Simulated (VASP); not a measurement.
Write the native input for VASP 6.6.1 that does the following.

```
Task                   : band structure
Functional             : PBE
Potentials or basis    : VASP PAW PBE potentials, release 64 (Pb_d, S)
Cutoff                 : 520 eV
k mesh                 : 8 × 8 × 8
Occupations            : gaussian, width 0.02 eV
Spin                   : no spin polarisation
Further INCAR settings : ALGO = Fast; EDIFF = 1e-07
```

The structure of PbS (Galena) lies in POSCAR:

```
PbS
1.0
    0.0000000000      2.9657500000      2.9657500000
    2.9657500000      0.0000000000      2.9657500000
    2.9657500000      2.9657500000      0.0000000000
Pb S
1 1
Direct
    0.0000000000      0.0000000000      0.0000000000
    0.5000000000      0.5000000000      0.5000000000
```

One way to write it, as run:

INCAR

```
PREC     = Accurate       # precision mode
ENCUT    = 520            # plane-wave cutoff, eV
EDIFF    = 1E-7           # SCF threshold, eV
ISMEAR   = 0              # smearing method
SIGMA    = 0.02           # smearing width, eV
LREAL    = False          # projectors in reciprocal space
LASPH    = True           # aspherical terms in the spheres
NELM     = 60             # most SCF steps
ALGO     = Fast           # electronic algorithm
ISIF     = 2              # what is computed and relaxed
LWAVE    = False          # write WAVECAR
LCHARG   = False          # write CHGCAR
GGA      = PE             # functional
```

KPOINTS

```
regular mesh
0
Gamma
  8 8 8
```

KPOINTS_OPT

```
path GXWKGLUWLK,UX
15
line-mode
reciprocal
 0.0000000000  0.0000000000  0.0000000000  G
 0.5000000000  0.0000000000  0.5000000000  X

 0.5000000000  0.0000000000  0.5000000000  X
 0.5000000000  0.2500000000  0.7500000000  W

 0.5000000000  0.2500000000  0.7500000000  W
 0.3750000000  0.3750000000  0.7500000000  K

 0.3750000000  0.3750000000  0.7500000000  K
 0.0000000000  0.0000000000  0.0000000000  G

 0.0000000000  0.0000000000  0.0000000000  G
 0.5000000000  0.5000000000  0.5000000000  L

 0.5000000000  0.5000000000  0.5000000000  L
 0.6250000000  0.2500000000  0.6250000000  U

 0.6250000000  0.2500000000  0.6250000000  U
 0.5000000000  0.2500000000  0.7500000000  W

 0.5000000000  0.2500000000  0.7500000000  W
 0.5000000000  0.5000000000  0.5000000000  L

 0.5000000000  0.5000000000  0.5000000000  L
 0.3750000000  0.3750000000  0.7500000000  K

 0.6250000000  0.2500000000  0.6250000000  U
 0.5000000000  0.0000000000  0.5000000000  X
```

Potentials or basis: VASP PAW PBE potentials, release 64 (Pb_d, S).

Run with:

```sh
$ cat potpaw_PBE.64/Pb_d/POTCAR potpaw_PBE.64/S/POTCAR > POTCAR
$ mpirun -np 1 vasp_std > vasp.out
```

Results of the run:

```
Pressure                : 2.2 GPa
Band gap on the k mesh  : 0.36 eV, direct
Band gap along the path : 0.36 eV, direct
```

Caveat: spin-orbit coupling is left out, which as a rule narrows the gap of such compounds by several tenths of an eV.

Wall time 27 s on 1 thread of Intel(R) Xeon(R) 6975P-C (Granite Rapids) (shared host), peak memory 0.19 GiB.
